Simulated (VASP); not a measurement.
# Cl on the Cs site in Cs2LiYCl6, part 3 of 10

How easily does Cl on the Cs site form in Cs2LiYCl6? The host is relaxed first, then a supercell is run with and without the defect. The start is a cell from a database of measured crystal structures.

VASP 6.6.1, plane waves and PAW; the level of theory is named at each step.

So far. Step 2 (The host at zero pressure): The run ended after 5 ionic steps, 0.214 eV below its first step, once forces and stress met EDIFFG = -0.03. Step 3 (Relax the host again, on a new basis): The start already met the threshold, so nothing moved. The relaxed cell has a = 10.132 Å (conventional setting).

## 4. The host's dielectric tensor, for the charge correction

Level of this step: LDA; plane waves and PAW (Cs_sv, Y_sv, Cl, Li) (VASP).

Charged cells interact with their images through the host's screening, so the correction needs its dielectric constant.

File INCAR:

```
SYSTEM = Cs2LiYCl6
PREC = Accurate
ENCUT = 300
EDIFF = 1E-08
NELM = 120
ISMEAR = 0
SIGMA = 0.05
LREAL = .FALSE.
ALGO = Normal
GGA = CA
NBANDS = 46
LWAVE = .FALSE.
LCHARG = .FALSE.
LEPSILON = .TRUE.
```

File POSCAR:

```
Cs2LiYCl6
1.0
    0.0000000000      5.0658996952      5.0658996952
    5.0658996952      0.0000000000      5.0658996952
    5.0658996952      5.0658996952      0.0000000000
Cs Y Cl Li
2 1 6 1
Direct
    0.7500000000      0.7500000000      0.7500000000
    0.2500000000      0.2500000000      0.2500000000
    0.0000000000      0.0000000000      0.0000000000
    0.7450981016      0.7450981016      0.2549018984
    0.2549018984      0.2549018984      0.7450981016
    0.7450981016      0.2549018984      0.7450981016
    0.2549018984      0.7450981016      0.7450981016
    0.2549018984      0.7450981016      0.2549018984
    0.7450981016      0.2549018984      0.2549018984
    0.5000000000      0.5000000000      0.5000000000
```

File KPOINTS:

```
Automatic mesh
0
Gamma
3 3 3
0 0 0
```

PAW data sets: Cs_sv, Y_sv, Cl and Li (LDA family, release 64).

Command:

```console
$ export OMP_NUM_THREADS=5
$ mpirun -np 1 vasp_std
```

Output:

```text
[... set-up lines as in an earlier step ...]
 entering main loop
       N       E                     dE             d eps       ncg     rms          rms(c)
DAV:   1     0.391817469121E+03    0.39182E+03   -0.23782E+04   368   0.900E+02
DAV:   2    -0.186550504489E+02   -0.41047E+03   -0.40187E+03   494   0.223E+02
DAV:   3    -0.477080310068E+02   -0.29053E+02   -0.28989E+02   472   0.653E+01
DAV:   4    -0.483824725356E+02   -0.67444E+00   -0.67372E+00   568   0.939E+00
DAV:   5    -0.483917931040E+02   -0.93206E-02   -0.93197E-02   504   0.103E+00    0.327E+01
DAV:   6    -0.466594257822E+02    0.17324E+01   -0.32228E+00   416   0.700E+00    0.254E+01
DAV:   7    -0.465838376179E+02    0.75588E-01   -0.25630E+00   496   0.553E+00    0.740E+00
DAV:   8    -0.464957230314E+02    0.88115E-01   -0.91605E-01   406   0.355E+00    0.162E+00
DAV:   9    -0.464842785108E+02    0.11445E-01   -0.87105E-02   410   0.113E+00    0.478E-01
DAV:  10    -0.464843518243E+02   -0.73314E-04   -0.50875E-03   528   0.258E-01    0.273E-01
DAV:  11    -0.464842019152E+02    0.14991E-03   -0.11417E-03   520   0.136E-01    0.164E-01
DAV:  12    -0.464841925189E+02    0.93964E-05   -0.12011E-04   480   0.403E-02    0.375E-02
DAV:  13    -0.464841931722E+02   -0.65333E-06   -0.12483E-05   600   0.137E-02    0.241E-02
DAV:  14    -0.464841925751E+02    0.59713E-06   -0.32867E-06   458   0.679E-03    0.636E-03
DAV:  15    -0.464841926135E+02   -0.38387E-07   -0.45922E-07   504   0.262E-03    0.359E-03
DAV:  16    -0.464841926106E+02    0.28977E-08   -0.23716E-08   410   0.659E-04
   1 F= -.46484193E+02 E0= -.46484193E+02  d E =-.920244E-21
 Linear response reoptimize wavefunctions to high precision
DAV:   1    -0.464841926100E+02    0.56252E-09   -0.58231E-09   336   0.308E-04
DAV:   2    -0.464841926101E+02   -0.70031E-10   -0.69626E-10   250   0.107E-04
 Linear response G [H, r] |phi>, progress :
  Direction:   1
       N       E                     dE             d eps       ncg     rms
RMM:   1    -0.316738873122E+03   -0.31674E+03    0.13263E+03   802   0.138E+02
RMM:   2    -0.269015203675E+03    0.47724E+02   -0.70502E+01   651   0.308E+01
RMM:   3    -0.271908829585E+03   -0.28936E+01   -0.13848E+01   738   0.794E+00
RMM:   4    -0.272350909199E+03   -0.44208E+00   -0.22417E+00   807   0.260E+00
RMM:   5    -0.272418024138E+03   -0.67115E-01   -0.32665E-01   817   0.950E-01
RMM:   6    -0.272428225660E+03   -0.10202E-01   -0.68231E-02   847   0.373E-01
RMM:   7    -0.272429492581E+03   -0.12669E-02   -0.13784E-02   864   0.162E-01
RMM:   8    -0.272430777803E+03   -0.12852E-02   -0.18777E-02   893   0.696E-02
RMM:   9    -0.272430975482E+03   -0.19768E-03   -0.15988E-03   906   0.347E-02
RMM:  10    -0.272431001972E+03   -0.26490E-04   -0.41415E-03   887   0.191E-02
RMM:  11    -0.272431033794E+03   -0.31822E-04   -0.71987E-03   891   0.122E-02
RMM:  12    -0.272431020493E+03    0.13301E-04   -0.36301E-04   874   0.895E-03
RMM:  13    -0.272431022262E+03   -0.17686E-05   -0.69654E-04   871   0.743E-03
RMM:  14    -0.272431028021E+03   -0.57594E-05   -0.29008E-03   863   0.656E-03
RMM:  15    -0.272431038839E+03   -0.10818E-04   -0.56331E-03   878   0.617E-03
RMM:  16    -0.272431018794E+03    0.20046E-04   -0.30094E-03   890   0.592E-03
RMM:  17    -0.272430979749E+03    0.39045E-04   -0.78956E-04   890   0.580E-03
RMM:  18    -0.272431004510E+03   -0.24762E-04   -0.29886E-03   909   0.574E-03
 Linear response G [H, r] |phi>, progress :
  Direction:   2
       N       E                     dE             d eps       ncg     rms
RMM:   1    -0.317040676694E+03   -0.31704E+03    0.13241E+03   792   0.138E+02
RMM:   2    -0.269016134882E+03    0.48025E+02   -0.71827E+01   647   0.310E+01
RMM:   3    -0.271921249559E+03   -0.29051E+01   -0.14019E+01   739   0.796E+00
RMM:   4    -0.272350941565E+03   -0.42969E+00   -0.22573E+00   803   0.260E+00
RMM:   5    -0.272418131854E+03   -0.67190E-01   -0.33265E-01   813   0.955E-01
RMM:   6    -0.272428500043E+03   -0.10368E-01   -0.69526E-02   843   0.376E-01
RMM:   7    -0.272430222779E+03   -0.17227E-02   -0.10351E-02   854   0.157E-01
RMM:   8    -0.272430971460E+03   -0.74868E-03   -0.24273E-02   899   0.744E-02
RMM:   9    -0.272431227653E+03   -0.25619E-03    0.42073E-02   885   0.352E-02
RMM:  10    -0.272431137897E+03    0.89757E-04   -0.14332E-02   879   0.192E-02
RMM:  11    -0.272431181231E+03   -0.43334E-04   -0.13035E-03   870   0.119E-02
RMM:  12    -0.272431185393E+03   -0.41627E-05   -0.40811E-03   855   0.864E-03
RMM:  13    -0.272431185992E+03   -0.59849E-06   -0.13869E-03   847   0.713E-03
RMM:  14    -0.272431204107E+03   -0.18116E-04   -0.67275E-04   846   0.638E-03
RMM:  15    -0.272431170700E+03    0.33407E-04    0.42090E-04   858   0.607E-03
RMM:  16    -0.272431195647E+03   -0.24947E-04   -0.16597E-03   868   0.588E-03
RMM:  17    -0.272431177243E+03    0.18404E-04    0.23148E-03   877   0.580E-03
 Linear response G [H, r] |phi>, progress :
  Direction:   3
       N       E                     dE             d eps       ncg     rms
RMM:   1    -0.299730489307E+03   -0.29973E+03    0.14796E+03   796   0.136E+02
RMM:   2    -0.255106129587E+03    0.44624E+02   -0.61455E+01   643   0.278E+01
RMM:   3    -0.257933083285E+03   -0.28270E+01   -0.14243E+01   712   0.688E+00
RMM:   4    -0.258349085690E+03   -0.41600E+00   -0.23250E+00   767   0.222E+00
RMM:   5    -0.258414598935E+03   -0.65513E-01   -0.40053E-01   775   0.861E-01
RMM:   6    -0.258425060618E+03   -0.10462E-01   -0.83381E-02   791   0.358E-01
RMM:   7    -0.258428446905E+03   -0.33863E-02   -0.23041E-02   809   0.161E-01
RMM:   8    -0.258428887942E+03   -0.44104E-03    0.50469E-03   842   0.830E-02
RMM:   9    -0.258428795300E+03    0.92642E-04   -0.82391E-03   826   0.397E-02
RMM:  10    -0.258428919291E+03   -0.12399E-03    0.55863E-03   833   0.219E-02
RMM:  11    -0.258428871726E+03    0.47566E-04   -0.34943E-03   816   0.127E-02
RMM:  12    -0.258428897440E+03   -0.25715E-04   -0.15432E-03   805   0.871E-03
RMM:  13    -0.258428862878E+03    0.34562E-04   -0.37737E-04   809   0.669E-03
RMM:  14    -0.258428862840E+03    0.37784E-07   -0.20103E-04   799   0.548E-03
RMM:  15    -0.258428846945E+03    0.15895E-04    0.30961E-03   801   0.498E-03
RMM:  16    -0.258428873203E+03   -0.26257E-04   -0.12043E-03   823   0.474E-03
RMM:  17    -0.258428862223E+03    0.10980E-04   -0.21950E-03   838   0.460E-03
RMM:  18    -0.258428866457E+03   -0.42338E-05   -0.14248E-03   857   0.454E-03
 Linear response to external field (no local field effect), progress :
  Direction:   1
       N       E                     dE             d eps       ncg     rms          rms(c)
[...]
RMM:  11    -0.203192535592E+01   -0.43692E-08   -0.63033E-06   746   0.562E-04
RMM:  12    -0.203192535748E+01   -0.15630E-08   -0.10874E-06   713   0.505E-04
RMM:  13    -0.203192535940E+01   -0.19220E-08   -0.41196E-06   706   0.486E-04
RMM:  14    -0.203192535860E+01    0.79771E-09   -0.56065E-07   700   0.478E-04
RMM:  15    -0.203192536030E+01   -0.16982E-08   -0.57720E-07   695   0.475E-04
 change of polarisation eV/A/(eV/A) component  2 :     0.537     4.064    -0.229
 dielectric tensor                  component  2 :     0.373     3.828    -0.159
 Linear response to external field (no local field effect), progress :
  Direction:   3
       N       E                     dE             d eps       ncg     rms          rms(c)
RMM:   1    -0.166624664521E+01   -0.16662E+01   -0.46229E+00   724   0.473E+00
RMM:   2    -0.170769323125E+01   -0.41447E-01   -0.10424E-01   711   0.867E-01
RMM:   3    -0.171209111275E+01   -0.43979E-02   -0.21997E-02   755   0.224E-01
RMM:   4    -0.171270862974E+01   -0.61752E-03   -0.21264E-03   785   0.712E-02
RMM:   5    -0.171279217234E+01   -0.83543E-04   -0.30288E-04   790   0.253E-02
RMM:   6    -0.171280358981E+01   -0.11417E-04   -0.47836E-05   787   0.948E-03
RMM:   7    -0.171280532735E+01   -0.17375E-05   -0.33019E-05   764   0.381E-03
RMM:   8    -0.171280563154E+01   -0.30419E-06   -0.27093E-05   772   0.176E-03
RMM:   9    -0.171280567511E+01   -0.43570E-07   -0.15528E-05   742   0.885E-04
RMM:  10    -0.171280568761E+01   -0.12504E-07   -0.16172E-06   717   0.550E-04
RMM:  11    -0.171280569124E+01   -0.36255E-08   -0.23051E-06   708   0.422E-04
RMM:  12    -0.171280569251E+01   -0.12724E-08   -0.55884E-08   688   0.375E-04
 change of polarisation eV/A/(eV/A) component  3 :     0.229    -0.229     3.426
 dielectric tensor                  component  3 :     0.159    -0.159     3.384
 Linear response to external field, progress :
  Direction:   1
       N       E                     dE             d eps       ncg     rms          rms(c)
RMM:   1    -0.186892864318E+01   -0.18689E+01   -0.55610E+00  1091   0.491E+00
RMM:   2    -0.191912424698E+01   -0.50196E-01   -0.11613E-01  1054   0.909E-01    0.304E+00
RMM:   3    -0.168587582407E+01    0.23325E+00   -0.41688E-01  1002   0.187E+00    0.146E+00
RMM:   4    -0.169110041831E+01   -0.52246E-02   -0.21601E-01  1040   0.131E+00    0.513E-01
RMM:   5    -0.171631800817E+01   -0.25218E-01   -0.11271E-02  1051   0.369E-01    0.108E-01
RMM:   6    -0.172004870022E+01   -0.37307E-02   -0.18501E-03  1118   0.115E-01    0.466E-02
RMM:   7    -0.172209374028E+01   -0.20450E-02   -0.50521E-04  1087   0.579E-02    0.245E-02
RMM:   8    -0.172196243498E+01    0.13131E-03    0.18576E-04  1143   0.232E-02    0.526E-03
RMM:   9    -0.172199860372E+01   -0.36169E-04   -0.75309E-05  1149   0.942E-03    0.273E-03
RMM:  10    -0.172196557512E+01    0.33029E-04    0.54338E-06  1190   0.372E-03    0.172E-03
RMM:  11    -0.172192556017E+01    0.40015E-04    0.18628E-05  1148   0.186E-03    0.546E-04
RMM:  12    -0.172193691301E+01   -0.11353E-04   -0.46994E-04  1155   0.979E-04    0.255E-04
RMM:  13    -0.172192724082E+01    0.96722E-05   -0.81869E-06  1170   0.515E-04    0.197E-04
RMM:  14    -0.172192806403E+01   -0.82321E-06    0.28547E-05  1110   0.387E-04    0.139E-04
RMM:  15    -0.172193321800E+01   -0.51540E-05    0.37944E-05  1083   0.321E-04    0.427E-05
RMM:  16    -0.172193075005E+01    0.24680E-05   -0.59592E-06  1005   0.279E-04    0.322E-05
RMM:  17    -0.172193060764E+01    0.14240E-06   -0.26441E-05   969   0.267E-04    0.159E-05
RMM:  18    -0.172192960581E+01    0.10018E-05   -0.18840E-05   981   0.264E-04    0.109E-05
RMM:  19    -0.172193186457E+01   -0.22588E-05   -0.30010E-06   983   0.263E-04    0.774E-06
 change of polarisation eV/A/(eV/A) component  1 :     3.246     0.418     0.221
 dielectric tensor                  component  1 :     3.259     0.291     0.154
 Linear response to external field, progress :
  Direction:   2
       N       E                     dE             d eps       ncg     rms          rms(c)
RMM:   1    -0.186642794693E+01   -0.18664E+01   -0.55360E+00  1098   0.494E+00
RMM:   2    -0.191880018858E+01   -0.52372E-01   -0.11400E-01  1064   0.933E-01    0.304E+00
RMM:   3    -0.168589384761E+01    0.23291E+00   -0.42072E-01  1016   0.188E+00    0.145E+00
RMM:   4    -0.169146827191E+01   -0.55744E-02   -0.22373E-01  1056   0.132E+00    0.514E-01
RMM:   6    -0.171988129553E+01   -0.33813E-02   -0.21472E-03  1124   0.124E-01    0.505E-02
RMM:   7    -0.172211238514E+01   -0.22311E-02   -0.63881E-04  1100   0.636E-02    0.258E-02
RMM:   8    -0.172195469455E+01    0.15769E-03    0.69894E-06  1164   0.253E-02    0.606E-03
RMM:   9    -0.172199666375E+01   -0.41969E-04   -0.10587E-04  1182   0.104E-02    0.274E-03
RMM:  10    -0.172196222779E+01    0.34436E-04   -0.10291E-04  1212   0.407E-03    0.185E-03
RMM:  11    -0.172193368954E+01    0.28538E-04   -0.26514E-04  1160   0.214E-03    0.596E-04
RMM:  12    -0.172192537399E+01    0.83155E-05   -0.54271E-04  1178   0.113E-03    0.285E-04
RMM:  13    -0.172192312753E+01    0.22465E-05   -0.46092E-05  1190   0.573E-04    0.284E-04
RMM:  14    -0.172192624319E+01   -0.31157E-05   -0.22752E-05  1112   0.371E-04    0.274E-04
RMM:  15    -0.172192960749E+01   -0.33643E-05   -0.32634E-05  1118   0.412E-04    0.403E-04
RMM:  16    -0.172192753265E+01    0.20748E-05   -0.22118E-05  1087   0.323E-04    0.167E-04
RMM:  17    -0.172192701369E+01    0.51897E-06    0.63695E-06  1076   0.287E-04    0.737E-05
RMM:  18    -0.172192870050E+01   -0.16868E-05   -0.96879E-07  1041   0.275E-04    0.273E-05
RMM:  19    -0.172192523690E+01    0.34636E-05   -0.12810E-05  1012   0.272E-04    0.163E-05
RMM:  20    -0.172192706152E+01   -0.18246E-05   -0.59881E-06  1021   0.270E-04    0.100E-05
RMM:  21    -0.172192678019E+01    0.28133E-06   -0.11515E-05   994   0.269E-04    0.806E-06
 change of polarisation eV/A/(eV/A) component  2 :     0.418     3.246    -0.221
 dielectric tensor                  component  2 :     0.291     3.259    -0.154
 Linear response to external field, progress :
  Direction:   3
       N       E                     dE             d eps       ncg     rms          rms(c)
RMM:   1    -0.186639289397E+01   -0.18664E+01   -0.55357E+00  1099   0.494E+00
RMM:   2    -0.191880683811E+01   -0.52414E-01   -0.11393E-01  1067   0.932E-01    0.304E+00
RMM:   3    -0.168595103854E+01    0.23286E+00   -0.42140E-01  1016   0.188E+00    0.145E+00
RMM:   4    -0.169147714760E+01   -0.55261E-02   -0.22414E-01  1055   0.132E+00    0.514E-01
RMM:   5    -0.171650898251E+01   -0.25032E-01   -0.12109E-02  1057   0.380E-01    0.112E-01
RMM:   6    -0.171986969473E+01   -0.33607E-02   -0.21369E-03  1123   0.124E-01    0.507E-02
RMM:   7    -0.172210607552E+01   -0.22364E-02   -0.59798E-04  1105   0.640E-02    0.259E-02
RMM:   8    -0.172196148984E+01    0.14459E-03   -0.26117E-04  1165   0.255E-02    0.614E-03
RMM:   9    -0.172199508567E+01   -0.33596E-04   -0.59992E-05  1181   0.105E-02    0.273E-03
RMM:  10    -0.172196646704E+01    0.28619E-04   -0.12407E-04  1205   0.407E-03    0.184E-03
RMM:  11    -0.172193882050E+01    0.27647E-04   -0.16978E-04  1154   0.218E-03    0.611E-04
RMM:  12    -0.172192178490E+01    0.17036E-04   -0.18605E-04  1178   0.115E-03    0.264E-04
RMM:  13    -0.172192235929E+01   -0.57440E-06   -0.10799E-04  1200   0.592E-04    0.221E-04
RMM:  14    -0.172192566004E+01   -0.33008E-05    0.46000E-05  1133   0.423E-04    0.172E-04
RMM:  15    -0.172192474012E+01    0.91992E-06   -0.81027E-05  1130   0.348E-04    0.578E-05
RMM:  16    -0.172192721269E+01   -0.24726E-05   -0.42591E-07  1078   0.296E-04    0.413E-05
RMM:  17    -0.172192352466E+01    0.36880E-05   -0.68324E-06  1024   0.277E-04    0.225E-05
RMM:  18    -0.172192814820E+01   -0.46235E-05   -0.19516E-05  1003   0.273E-04    0.184E-05
RMM:  19    -0.172193000216E+01   -0.18540E-05   -0.27782E-07  1014   0.272E-04    0.893E-06
 change of polarisation eV/A/(eV/A) component  3 :     0.221    -0.024     3.246
 dielectric tensor                  component  3 :     0.154    -0.016     3.259
 Born effective charges drift removed
```

Run time: 3.1 min. Hardware: 1 × NVIDIA H100 80GB HBM3, 81559 MiB with 1 MPI rank of AMD EPYC 7R13 (Zen 3), card shared with another run, shared host; peak memory 1.8 GiB.

Parts of OUTCAR (step 4):

```text
The static configuration has the point symmetry O_h .

 Found      4 irreducible k-points:

   dimension x,y,z NGX =    40 NGY =   40 NGZ =   40
   dimension x,y,z NGXF=    80 NGYF=   80 NGZF=   80

   ENCUT  =  300.0 eV  22.05 Ry    4.70 a.u.  10.12 10.12 10.12*2*pi/ulx,y,z

   NELECT =      72.0000    total number of electrons

  Total       -0.3331155     -0.3331155     -0.3331155      0.0000000      0.0000000      0.0000000
  in kB       -2.0526065     -2.0526065     -2.0526065      0.0000000      0.0000000      0.0000000
  external PRESSURE =      -2.0526065 kB  Pullay stress =       0.0000000 kB

  energy-cutoff  :      300.00
  volume of cell :      260.02
      direct lattice vectors                 reciprocal lattice vectors
     0.000000000  5.065899695  5.065899695    -0.098699151  0.098699151  0.098699151
     5.065899695  0.000000000  5.065899695     0.098699151 -0.098699151  0.098699151
     5.065899695  5.065899695  0.000000000     0.098699151  0.098699151 -0.098699151

 POSITION                                       TOTAL-FORCE (eV/Angst)
 -----------------------------------------------------------------------------------
      7.59885      7.59885      7.59885        -0.000000      0.000000     -0.000000
      2.53295      2.53295      2.53295        -0.000000      0.000000     -0.000000
      0.00000      0.00000      0.00000        -0.000000      0.000000     -0.000000
      5.06590      5.06590      7.54918        -0.000000      0.000000      0.024542
      5.06590      5.06590      2.58261        -0.000000      0.000000     -0.024542
      5.06590      7.54918      5.06590        -0.000000      0.024542      0.000000
      7.54918      5.06590      5.06590         0.024542      0.000000      0.000000
      5.06590      2.58261      5.06590        -0.000000     -0.024542      0.000000
      2.58261      5.06590      5.06590        -0.024542      0.000000      0.000000
      5.06590      5.06590      5.06590        -0.000000      0.000000      0.000000
 -----------------------------------------------------------------------------------
    total drift:                                0.000000      0.000000      0.000000

 MACROSCOPIC STATIC DIELECTRIC TENSOR (including local field effects in DFT)
 ------------------------------------------------------
           3.259211    -0.000000     0.000000
          -0.000000     3.259211     0.000000
           0.000000     0.000000     3.259211
 ------------------------------------------------------

 PIEZOELECTRIC TENSOR (including local field effects)  for field in x, y, z        (C/m^2)
          XX          YY          ZZ          XY          YZ          ZX
  --------------------------------------------------------------------------------
  x     0.00000     0.00000     0.00000     0.00000     0.00000     0.00000
  y     0.00000     0.00000     0.00000     0.00000     0.00000     0.00000
  z     0.00000     0.00000     0.00000     0.00000     0.00000     0.00000

 BORN EFFECTIVE CHARGES (including local field effects) (in |e|, cummulative output)
 ---------------------------------------------------------------------------------
 ion    1
    1     1.34526     0.00000    -0.00000
    2     0.00000     1.34526     0.00000
    3     0.00000    -0.00000     1.34526
 ion    2
    1     1.34526     0.00000    -0.00000
    2     0.00000     1.34526     0.00000
    3    -0.00000    -0.00000     1.34526
 ion    3
    1     3.53771    -0.00000     0.00000
    2    -0.00000     3.53771     0.00000
    3     0.00000     0.00000     3.53771
 ion    4
    1    -0.91213     0.00000     0.00000
    2     0.00000    -0.91213    -0.00000
    3     0.00000     0.00000    -1.98973
 ion    5
    1    -0.91213     0.00000     0.00000
    2     0.00000    -0.91213     0.00000
    3     0.00000     0.00000    -1.98973
 ion    6
    1    -0.91213     0.00000     0.00000
    2     0.00000    -1.98973    -0.00000
    3     0.00000     0.00000    -0.91213
 ion    7
    1    -1.98973     0.00000     0.00000
    2     0.00000    -0.91213    -0.00000
    3     0.00000     0.00000    -0.91213
 ion    8
    1    -0.91213     0.00000     0.00000
    2     0.00000    -1.98973    -0.00000
    3     0.00000     0.00000    -0.91213
 ion    9
    1    -1.98973     0.00000     0.00000
    2     0.00000    -0.91213    -0.00000
    3     0.00000     0.00000    -0.91213
 ion   10
    1     1.39974    -0.00000     0.00000
    2     0.00000     1.39974    -0.00000
    3     0.00000     0.00000     1.39974

[... 5 parts as in an earlier step ...]

[... 1 further part left out ...]
```

Energies printed during the response cycles are not total energies of the cell.

A gap read on the k-mesh alone can miss the band edges.

Numbers from this step:

* Fermi energy: 0.5456 eV
* gap on the k-mesh: 4.685 eV
* least direct gap on the k-mesh: 4.685 eV

Electronic dielectric tensor with local fields:

```
3.26 0.00 0.00
0.00 3.26 0.00
0.00 0.00 3.26
```

Born effective charge (e), principal values of the symmetric part by kind of site:

| atom | atoms with these values | low | middle | high | mean |
| --- | --- | --- | --- | --- | --- |
| Cs1 | 2 | 1.35 | 1.35 | 1.35 | 1.35 |
| Y3 | 1 | 3.54 | 3.54 | 3.54 | 3.54 |
| Cl4 | 6 | -1.99 | -0.91 | -0.91 | -1.27 |
| Li10 | 1 | 1.40 | 1.40 | 1.40 | 1.40 |

In full for Y3:

```
3.54 0.00 0.00
0.00 3.54 0.00
0.00 0.00 3.54
```

The electrons screen with a mean of 3.26; the ions' part was not run for this cell, so the correction is too large where they screen.

(Continued in part 4 of 10.)

[Lines on the potential files, build, host, timing and source positions are cut from VASP's logs without a mark.]

[Logs are printed without paths, hosts, clocks, repeated set-up lines and the standing remarks that a program may print on its own settings, such as how far it seeks lower states.]

[Hosts, paths, dates, database ids (printed as entryN), source tags and the programs' standing remarks are cut or masked in the printed files.]

[In band tables of VASP the shares of atoms and orbitals are scaled to a sum of 1 inside the atoms' spheres.]

[Runs that stopped without an error message from VASP are left out.]
